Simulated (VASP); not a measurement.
Input for VASP

**POSCAR**
```
Mo
1
   -1.5750000000     1.5750000000     1.5750000000
    1.5750000000    -1.5750000000     1.5750000000
    1.5750000000     1.5750000000    -1.5750000000
Mo
1
Direct
  0.0000000000   0.0000000000   0.0000000000
```

**KPOINTS**
```
Automatic mesh
0
Gamma
12 12 12
0 0 0
```

**INCAR**
```
SYSTEM = Mo
PREC = Accurate
ENCUT = 400
EDIFF = 1E-6
NELM = 100
ALGO = Normal
LREAL = .FALSE.
LASPH = .TRUE.
ISMEAR = 1
SIGMA = 0.1
GGA = PE
LMAXMIX = 4
LWAVE = .FALSE.
LCHARG = .FALSE.
ISIF = 2
ISPIN = 2
MAGMOM = 1.0 1.0
```

POTCAR, in this order: Mo_sv (PBE.64 set). Program: vasp_std.

Problem. One choice in this input is risky. Which, and does it do harm here?

Solution. The risk: MAGMOM holds more values than there are atoms. Here it does no harm: the run (PBE GGA, plane waves, VASP's PBE PAW potentials (set 64)) converges to the same energy and pressure as with the safe setting.
### OSZICAR
```
       N       E                     dE             d eps       ncg     rms          rms(c)
DAV:   1     0.718710300657E+02    0.71871E+02   -0.69026E+03  3508   0.952E+02
DAV:   2    -0.105360703946E+02   -0.82407E+02   -0.79389E+02  3876   0.285E+02
DAV:   3    -0.114446544965E+02   -0.90858E+00   -0.90548E+00  3936   0.299E+01
DAV:   4    -0.114466604841E+02   -0.20060E-02   -0.20059E-02  3732   0.170E+00
DAV:   5    -0.114466710655E+02   -0.10581E-04   -0.10582E-04  3960   0.113E-01    0.153E+01
DAV:   6    -0.110181250871E+02    0.42855E+00   -0.85505E-01  3600   0.112E+01    0.447E+00
DAV:   7    -0.109452305541E+02    0.72895E-01   -0.15452E-01  3796   0.445E+00    0.258E+00
DAV:   8    -0.109484396865E+02   -0.32091E-02   -0.44016E-03  3628   0.773E-01    0.821E-01
DAV:   9    -0.109463855596E+02    0.20541E-02   -0.10898E-03  3780   0.408E-01    0.384E-01
DAV:  10    -0.109466071782E+02   -0.22162E-03   -0.48672E-04  3612   0.285E-01    0.787E-02
DAV:  11    -0.109466231850E+02   -0.16007E-04   -0.16979E-05  3684   0.464E-02    0.459E-02
DAV:  12    -0.109466230012E+02    0.18382E-06   -0.41777E-06  3616   0.233E-02
   1 F= -.10946623E+02 E0= -.10946498E+02  d E =-.374294E-03  mag=     0.0001
```

The compound is Mo in the bcc structure. The cell was not relaxed at this level.
